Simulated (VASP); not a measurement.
Output of a VASP run:

### OSZICAR
```
       N       E                     dE             d eps       ncg     rms          rms(c)
DAV:   1     0.121608464923E+03    0.12161E+03   -0.94447E+03  2496   0.179E+03
DAV:   2    -0.227063142855E+02   -0.14431E+03   -0.13774E+03  2580   0.418E+02
DAV:   3    -0.333435371348E+02   -0.10637E+02   -0.10075E+02  3356   0.106E+02
DAV:   4    -0.339215860666E+02   -0.57805E+00   -0.57627E+00  3316   0.221E+01
DAV:   5    -0.339413325038E+02   -0.19746E-01   -0.19744E-01  3380   0.372E+00    0.193E+01
DAV:   6    -0.245866139648E+02    0.93547E+01   -0.27658E+01  3216   0.851E+01    0.530E+00
DAV:   7    -0.248238607083E+02   -0.23725E+00   -0.39260E+00  2912   0.279E+01    0.445E+00
DAV:   8    -0.248405581343E+02   -0.16697E-01   -0.38627E-01  2880   0.754E+00    0.218E+00
DAV:   9    -0.249083550860E+02   -0.67797E-01   -0.12974E-01  2748   0.586E+00    0.143E+00
DAV:  10    -0.248740763776E+02    0.34279E-01   -0.11374E-01  3156   0.536E+00    0.429E-01
DAV:  11    -0.248671489039E+02    0.69275E-02   -0.74172E-03  3144   0.982E-01    0.115E-01
DAV:  12    -0.248701827874E+02   -0.30339E-02   -0.71080E-03  2524   0.104E+00    0.527E-02
DAV:  13    -0.248708374489E+02   -0.65466E-03   -0.92017E-04  2616   0.343E-01    0.481E-02
DAV:  14    -0.248708040790E+02    0.33370E-04   -0.16446E-04  3572   0.164E-01    0.129E-02
DAV:  15    -0.248708041997E+02   -0.12074E-06   -0.22711E-05  2984   0.477E-02    0.756E-03
DAV:  16    -0.248708034377E+02    0.76204E-06   -0.27305E-06  2908   0.185E-02    0.743E-03
DAV:  17    -0.248708011900E+02    0.22476E-05   -0.18536E-06  2812   0.227E-02    0.170E-03
DAV:  18    -0.248708015577E+02   -0.36763E-06   -0.48059E-07  2940   0.810E-03    0.503E-04
DAV:  19    -0.248708013113E+02    0.24640E-06   -0.22536E-08  1332   0.203E-03    0.337E-04
DAV:  20    -0.248708014040E+02   -0.92750E-07   -0.57818E-09  1308   0.848E-04
   1 F= -.24870801E+02 E0= -.24870803E+02  d E =0.598563E-05
```

OUTCAR:
```
------------------------ aborting loop because EDIFF is reached ----------------------------------------
  FORCE on cell =-STRESS in cart. coord.  units (eV):
  Direction    XX          YY          ZZ          XY          YZ          ZX
  --------------------------------------------------------------------------------------
  Total       -0.0057162     -0.0057162     -0.0057162      0.0000000      0.0000000      0.0000000
  in kB       -0.4504440     -0.4504440     -0.4504440      0.0000000      0.0000000      0.0000000
  external PRESSURE =      -0.4504440 kB  Pullay stress =       0.0000000 kB
  volume of cell :       20.33
      direct lattice vectors                 reciprocal lattice vectors
     0.000000000  2.166279739  2.166279739    -0.230810449  0.230810449  0.230810449
     2.166279739  0.000000000  2.166279739     0.230810449 -0.230810449  0.230810449
     2.166279739  2.166279739  0.000000000     0.230810449  0.230810449 -0.230810449
 POSITION                                       TOTAL-FORCE (eV/Angst)
 -----------------------------------------------------------------------------------
      0.00000      0.00000      0.00000        -0.000000      0.000000      0.000000
      2.16628      2.16628      2.16628         0.000000     -0.000000     -0.000000
 -----------------------------------------------------------------------------------
    total drift:                                0.000000     -0.000000     -0.000000
  FREE ENERGIE OF THE ION-ELECTRON SYSTEM (eV)
  ---------------------------------------------------
  free  energy   TOTEN  =       -24.8708014040 eV

  energy  without entropy=      -24.8708073896  energy(sigma->0) =      -24.87080340
```
(Selected blocks of OUTCAR.)

POSCAR:
```
TiC
1
   -0.0000000000     2.1662797386     2.1662797386
    2.1662797386     0.0000000000     2.1662797386
    2.1662797386     2.1662797386    -0.0000000000
Ti C
1 1
Direct
  0.0000000000   0.0000000000   0.0000000000
  0.5000000000   0.5000000000   0.5000000000
```

Problem. Reconstruct the remaining input files.

Solution. Several could match; the one computed here: the input of the run itself, r2SCAN meta-GGA, plane waves, VASP's PBE PAW potentials (set 64).

### KPOINTS
```
kpoints
0
G
 14 14 14
0 0 0
```

INCAR:
```
ALGO = Normal
EDIFF = 1E-7
ENCUT = 600
ISIF = 2
ISMEAR = 1
LASPH = T
LCHARG = F
LMAXMIX = 4
LMIXTAU = T
LREAL = F
LWAVE = F
METAGGA = R2SCAN
NELM = 100
PREC = Accurate
SIGMA = 0.1
SYSTEM = TiC
```

POTCAR, in this order: Ti_sv C (PBE.64 set). Program: vasp_std.

The compound is TiC in the rock salt structure. It was relaxed first.
